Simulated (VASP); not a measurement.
Here is the system:

```
CELL_PARAMETERS angstrom
      1.96311    -3.40021     0.00000
      1.96311     3.40021     0.00000
      0.00000     0.00000     6.10159
ATOMIC_POSITIONS crystal
  La 0.33333 0.66667 0.24618
  La 0.66667 0.33333 0.75382
  O  0.00000 0.00000 0.00000
  O  0.33333 0.66667 0.64623
  O  0.66667 0.33333 0.35377
```

All values below come from SCAN meta-GGA, VASP's PBE PAW potentials (set 64) (plane waves; VASP). Run with 520 eV cut-off, 7×7×4 Γ-centred mesh, tetrahedra with Blöchl corrections, potentials La O.

Question: Give the energies of bands 12 to 23 at the high-symmetry points, in eV from the valence-band maximum.

Answer: 
| band | Γ | M | K | A | L | H |
|---|---|---|---|---|---|---|
| 12 | -2.45 | -2.26 | -1.64 | -2.78 | -3.01 | -2.32 |
| 13 | -2.45 | -2.04 | -1.64 | -2.78 | -2.20 | -2.32 |
| 14 | -2.26 | -1.98 | -1.64 | -2.66 | -1.56 | -1.73 |
| 15 | -2.26 | -1.29 | -1.34 | -1.97 | -1.21 | -1.44 |
| 16 | -2.14 | -0.79 | -1.34 | -1.97 | -1.04 | -1.44 |
| 17 | -1.67 | -0.74 | -0.82 | -1.03 | -0.99 | -0.56 |
| 18 | -0.39 | -0.70 | -0.82 | -0.77 | -0.70 | -0.28 |
| 19 | -0.39 | -0.42 | -0.80 | -0.29 | -0.39 | -0.28 |
| 20 | -0.13 | -0.31 | -0.14 | -0.29 | 0.00 | -0.26 |
| 21 | 4.80 | 4.30 | 4.21 | 5.29 | 4.97 | 4.66 |
| 22 | 5.15 | 5.33 | 5.36 | 5.33 | 5.10 | 5.40 |
| 23 | 5.15 | 5.85 | 5.36 | 5.33 | 5.83 | 5.62 |

The gap is indirect, 4.21 eV, from the valence maximum at L to the conduction minimum at K.

The compound is La2O3 in the a-type structure. It was relaxed first.
